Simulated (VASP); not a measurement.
VASP input:

**INCAR**
```
SYSTEM  =  TiAl
PREC  =  Accurate; ENCUT  =  520; LREAL  =  .False.
LASPH  =  .True.
EDIFF  =  1E-6; NELM  =  100; ALGO  =  Normal
LMAXMIX  =  4
ISMEAR  =  1; SIGMA  =  0.1
GGA  =  RP
IBRION  =  2; NSW  =  60; ISIF  =  3
EDIFFG  =  -0.01
LWAVE  =  .False.; LCHARG  =  .False.
```

**KPOINTS**
```
Automatic mesh
0
Gamma
 12 12 8
```

POSCAR:
```
TiAl
1.0
  2.8300000000   0.0000000000   0.0000000000
  0.0000000000   2.8300000000   0.0000000000
  0.0000000000   0.0000000000   4.0700000000
Ti Al
1 1
Cart
  0.0000000000   0.0000000000   0.0000000000
  1.4150000000   1.4150000000   2.0350000000
```

POTCAR, in this order: Ti_sv Al (PBE.64 set). Program: vasp_std.

Problem. Translate this RPBE calculation to Ansatz.

Solution. One equivalent input (not run):
Ansatz 0.2 input:
```yaml
crystal:
  lattice:
    - [2.8300000, 0.0000000, 0.0000000]
    - [0.0000000, 2.8300000, 0.0000000]
    - [0.0000000, 0.0000000, 4.0700000]
  atoms:
    - { symbol: Ti, position: [0.0000000, 0.0000000, 0.0000000] }
    - { symbol: Al, position: [0.5000000, 0.5000000, 0.5000000] }
kpoints:
  mp_grid: { grid: [12, 12, 8] }
hamiltonian:
  xc: rpbe
  pseudopotentials: { kind: paw }
scf:
  occupations: { method: methfessel_paxton, width: 0.1 }
  max_iter: 100
relax:
  max_steps: 60
  f_tol: 0.01
  cell: {}
output: { forces: true, stress: true, eigenvalues: true }
```
What does not carry over: each code has its own PAW files, so the cut-off isn't converted (ENCUT is set for VASP's; basis.ecutwfc is left out, and Ansatz then takes the one that its files recommend); Ansatz stops its SCF on the density residual and VASP on the energy change (EDIFF).

The compound is TiAl in the L1_0 structure. This run relaxes it. Symmetry was kept, so distortions that lower it aren't found.
